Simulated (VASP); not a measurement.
Given:

```
ZnF2
1.0
    4.72006     0.00000     0.00000
    0.00000     4.72006     0.00000
    0.00000     0.00000     3.14009
Zn F
2 4
Direct
  0.00000   0.00000   0.00000
  0.50000   0.50000   0.50000
  0.30359   0.30359   0.00000
  0.80359   0.19641   0.50000
  0.19641   0.80359   0.50000
  0.69641   0.69641   0.00000
```

Method: PBEsol GGA, VASP's PBE PAW potentials (set 64) (plane waves; VASP). Settings: 520 eV cut-off, Gaussian smearing of 0.050 eV, potentials Zn F.

Estimate the band gap (along the path) with the smallest direct gap where there is one.

```
Item                                   Result
------------------------------------  -------
band gap (along the path)             3.35 eV
smallest direct gap (along the path)  3.35 eV
```

Only differences to runs with the same potentials and settings are physical.

The compound is ZnF2 in the rutile structure. It was relaxed first.
